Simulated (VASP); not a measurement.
OSZICAR of a VASP run on ZrC (rock salt):

OSZICAR:
```
       N       E                     dE             d eps       ncg     rms          rms(c)
DAV:   1     0.113284811689E+03    0.11328E+03   -0.89850E+03  2020   0.135E+03
DAV:   2    -0.168779460234E+02   -0.13016E+03   -0.12257E+03  2364   0.341E+02
DAV:   3    -0.227267045974E+02   -0.58488E+01   -0.57435E+01  2944   0.646E+01
DAV:   4    -0.229343166991E+02   -0.20761E+00   -0.20749E+00  2596   0.115E+01
DAV:   5    -0.229389463133E+02   -0.46296E-02   -0.46292E-02  2884   0.149E+00    0.236E+01
DAV:   6    -0.195264925842E+02    0.34125E+01   -0.16322E+01  2268   0.291E+01    0.919E+00
DAV:   7    -0.194173764655E+02    0.10912E+00   -0.68986E-01  2356   0.693E+00    0.671E+00
DAV:   8    -0.194140933249E+02    0.32831E-02   -0.12455E-01  2176   0.330E+00    0.162E+00
DAV:   9    -0.194096721867E+02    0.44211E-02   -0.29668E-02  2428   0.116E+00    0.478E-01
DAV:  10    -0.194100305445E+02   -0.35836E-03   -0.19889E-03  2356   0.565E-01    0.387E-01
DAV:  11    -0.194098387860E+02    0.19176E-03   -0.66977E-04  2216   0.206E-01    0.180E-02
DAV:  12    -0.194098364603E+02    0.23257E-05   -0.12582E-05  2900   0.378E-02    0.126E-02
DAV:  13    -0.194098359547E+02    0.50558E-06   -0.51296E-07  2352   0.630E-03    0.136E-03
DAV:  14    -0.194098359628E+02   -0.80770E-08   -0.19845E-08  1220   0.130E-03
   1 F= -.19409836E+02 E0= -.19409789E+02  d E =-.141342E-03
```

**Question.** Which electronic solver shows in the log?

**Answer.** It is blocked Davidson (ALGO = Normal, or the opening steps of other solvers). The INCAR had ALGO = Normal.

**Question.** Can the final energy be trusted as converged?

**Answer.** The run converged. It stopped with EDIFF = 1E-7, NELM = 100 (PW91 GGA, plane waves, VASP's PBE PAW potentials (set 64)).

The compound is ZrC in the rock salt structure. This cell is one point of a volume scan, at 0.94 of the reference volume.
